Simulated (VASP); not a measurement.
All values below come from PBEsol GGA, VASP's PBE PAW potentials (set 64) (plane waves; VASP).

Input for VASP

POSCAR:
```
CdS
1
    0.0000000000     2.9100000000     2.9100000000
    2.9100000000     0.0000000000     2.9100000000
    2.9100000000     2.9100000000     0.0000000000
Cd S
1 1
Direct
  0.0000000000   0.0000000000   0.0000000000
  0.7500000000   0.7500000000   0.7500000000
```

### INCAR
```
SYSTEM = CdS
PREC = Accurate; ENCUT = 480; LREAL = .FALSE.
LASPH = .TRUE.
EDIFF = 1E-6; NELM = 100; ALGO = Normal
LMAXMIX = 4
ISMEAR = 0; SIGMA = 0.05
GGA = PS
IBRION = 2; NSW = 60; ISIF = 3
EDIFFG = -0.01
LWAVE = .FALSE.; LCHARG = .FALSE.
```

File KPOINTS:
```
Automatic mesh
0
Gamma
7 7 7
0 0 0
```

POTCAR, in this order: Cd S (PBE.64 set). Program: vasp_std.

Question: What will the output report for the number of irreducible k-points (NKPTS), largest plane-wave count, number of space-group operations, FFT grid (NGX, NGY, NGZ)?

Answer: 
The number of irreducible k-points (NKPTS) comes out as 20 and the largest plane-wave count is 1243. The number of space-group operations comes out as 24 and the FFT grid (NGX, NGY, NGZ) is 30 × 30 × 30.

The compound is CdS in the zinc blende structure, a metastable form; wurtzite is the usual one. This run relaxes it. Symmetry was kept, so distortions that lower it aren't found.
